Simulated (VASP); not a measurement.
An input for Quantum ESPRESSO's pw.x (written as the equivalent of a VASP run, and not itself run):

```
&CONTROL
  calculation = 'vc-relax'
  pseudo_dir = './pseudo'
  outdir = './out'
  tprnfor = .true.
  tstress = .true.
  nstep = 60
  forc_conv_thr = 0.00078
/
&SYSTEM
  ibrav = 0
  nat = 3
  ntyp = 2
  ecutwfc = 84
  occupations = 'smearing'
  smearing = 'gaussian'
  degauss = 0.003675
  input_dft = 'pbesol'
/
&ELECTRONS
  conv_thr = 7.3e-08
  electron_maxstep = 100
/
&IONS
/
&CELL
/
ATOMIC_SPECIES
  O 15.999 O.upf
  Li 6.940 Li.upf
CELL_PARAMETERS angstrom
     3.0341169    0.0000001    0.0000000
    -1.5170579    2.6276218    0.0000000
    -0.0000000    0.0000000    3.8107944
ATOMIC_POSITIONS crystal
  O    0.0000000  0.0000000  0.0000000
  Li   0.3333330  0.6666670  0.1837095
  Li   0.6666670  0.3333330  0.8162905
K_POINTS automatic
  8 8 5 0 0 0
```

Task: Write the VASP files for the same calculation (PBEsol).

Result: This is not unique; one that fits is 
**KPOINTS**
```
Automatic mesh
0
Gamma
8 8 5
0 0 0
```

**INCAR**
```
! general
SYSTEM = Li2O
PREC   = Accurate
ENCUT  = 520
LREAL  = .False.
LASPH  = .True.

! electronic loop
EDIFF  = 1E-6
NELM   = 100
ALGO   = Normal

! smearing
ISMEAR = 0
SIGMA  = 0.05

! functional
GGA    = PS

! ions
IBRION = 2
NSW    = 60
ISIF   = 3
EDIFFG = -0.02

! output
LWAVE  = .False.
LCHARG = .False.
```

File POSCAR:
```
Li2O
1
    3.0341169372     0.0000000649     0.0000000000
   -1.5170578547     2.6276218045     0.0000000000
   -0.0000000000     0.0000000000     3.8107944343
O Li
1 2
Direct
  0.0000000000   0.0000000000   0.0000000000
  0.3333330000   0.6666670000   0.1837095480
  0.6666670000   0.3333330000   0.8162904520
```

POTCAR, in this order: O Li_sv (PBE.64 set). Program: vasp_std.

The two are equivalent in intent, not identical: the potentials are each code's own (VASP's PAW set, PseudoDojo norm-conserving files in pw.x), so ENCUT and ecutwfc are chosen apart and not converted; conv_thr bounds pw.x's estimated SCF error, while EDIFF bounds the energy change between steps; forc_conv_thr acts on force components and is met together with etot_conv_thr.

The structure was generated: Li2O was put into the CdI2 type (P-3m1), which need not be its known phase. This run relaxes it. Symmetry was kept, so distortions that lower it aren't found. The start is the result of an earlier pass.
